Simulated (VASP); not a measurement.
Method: PBEsol GGA, VASP's PBE PAW potentials (set 64) (plane waves; VASP).

VASP ran on this input.

### POSCAR
```
Si
1
    3.8294287199     0.0000000000     0.0000000000
   -1.9147143599     3.3163821040    -0.0000000000
    0.0000000000    -0.0000000000     6.3223196397
Si
4
Direct
  0.3333330000   0.6666670000   0.0627922714
  0.6666670000   0.3333330000   0.9372077286
  0.6666670000   0.3333330000   0.5627922714
  0.3333330000   0.6666670000   0.4372077286
```

**INCAR**
```
# general
SYSTEM=Si
PREC  =Accurate
ENCUT =400
LREAL =.FALSE.
LASPH =.TRUE.
ICHARG=11

# electronic loop
EDIFF =1E-7
NELM  =100
ALGO  =Normal

# smearing
ISMEAR=0
SIGMA =0.05

# functional
GGA   =PS

# output
LWAVE =.FALSE.
LCHARG=.FALSE.
LORBIT=11
```

KPOINTS:
```
k-points along high-symmetry lines
10
Line-mode
Reciprocal
  0.000000   0.000000   0.000000 ! GAMMA
  0.500000   0.000000   0.000000 ! M

  0.500000   0.000000   0.000000 ! M
  0.333333   0.333333   0.000000 ! K

  0.333333   0.333333   0.000000 ! K
  0.000000   0.000000   0.000000 ! GAMMA

  0.000000   0.000000   0.000000 ! GAMMA
  0.000000   0.000000   0.500000 ! A

  0.000000   0.000000   0.500000 ! A
  0.500000   0.000000   0.500000 ! L

  0.500000   0.000000   0.500000 ! L
  0.333333   0.333333   0.500000 ! H

  0.333333   0.333333   0.500000 ! H
  0.000000   0.000000   0.500000 ! A

  0.500000   0.000000   0.500000 ! L
  0.500000   0.000000   0.000000 ! M

  0.333333   0.333333   0.500000 ! H
  0.333333   0.333333   0.000000 ! K
```

POTCAR, in this order: Si (PBE.64 set). Program: vasp_std. Read from the step before: CHGCAR.

Output

**OSZICAR**
```
       N       E                     dE             d eps       ncg     rms          rms(c)
DAV:   1     0.243914041794E+02    0.24391E+02   -0.52805E+03  2160   0.882E+02
DAV:   2    -0.192025918356E+02   -0.43594E+02   -0.40049E+02  2956   0.126E+02
DAV:   3    -0.212946096804E+02   -0.20920E+01   -0.20111E+01  2824   0.264E+01
DAV:   4    -0.213317901394E+02   -0.37180E-01   -0.37102E-01  2612   0.406E+00
DAV:   5    -0.213327332129E+02   -0.94307E-03   -0.94260E-03  2792   0.553E-01
DAV:   6    -0.213327540147E+02   -0.20802E-04   -0.20800E-04  2704   0.881E-02
DAV:   7    -0.213327545961E+02   -0.58141E-06   -0.58176E-06  2776   0.127E-02
DAV:   8    -0.213327546088E+02   -0.12706E-07   -0.12576E-07  2116   0.205E-03
   1 F= -.21332755E+02 E0= -.21332754E+02  d E =-.589492E-06
```

### OUTCAR
```
 val. band max:        6.0166896669   @ k =   0.0000   0.0000   0.0000

 cond. band min:       6.3077050210   @ k =   0.5000   0.0000   0.0000



 k-point     1 :       0.0000    0.0000    0.0000
  band No.  band energies     occupation
      1      -6.2232      2.00000
      2      -3.9128      2.00000
      3      -1.2474      2.00000
      4       4.4811      2.00000
      5       4.4811      2.00000
      6       5.6817      2.00000
      7       6.0166      1.99997
      8       6.0167      1.99997
      9       6.9666      0.00000
     10       7.9636      0.00000
     11       7.9636      0.00000
     12       8.3309      0.00000

 k-point     2 :       0.0556    0.0000    0.0000
  band No.  band energies     occupation
      1      -6.1870      2.00000
      2      -3.8759      2.00000
      3      -1.2267      2.00000
      4       4.1262      2.00000
      5       4.4003      2.00000
      6       5.6265      2.00000
      7       5.7130      2.00000
      8       5.9450      2.00000
      9       7.2487      0.00000
     10       7.9864      0.00000
     11       8.0839      0.00000
     12       8.3654      0.00000

 k-point     3 :       0.1111    0.0000    0.0000
  band No.  band energies     occupation
      1      -6.0789      2.00000
      2      -3.7657      2.00000
      3      -1.1695      2.00000
      4       3.3863      2.00000
      5       4.1931      2.00000
      6       5.0097      2.00000
      7       5.4613      2.00000
      8       5.7582      2.00000
      9       7.4279      0.00000
     10       8.3937      0.00000
     11       8.4311      0.00000
     12       8.4681      0.00000

 k-point     4 :       0.1667    0.0000    0.0000
  band No.  band energies     occupation
      1      -5.9001      2.00000
      2      -3.5831      2.00000
      3      -1.0926      2.00000
      4       2.5770      2.00000
      5       3.9267      2.00000
      6       4.1611      2.00000
      7       5.1868      2.00000
...
```

The density is held fixed in this step, so its total energy and stress have no physical meaning.

The structure comes from a computed database's Si entry (P6_3/mmc); how it stands against other phases isn't given here. It was relaxed first.
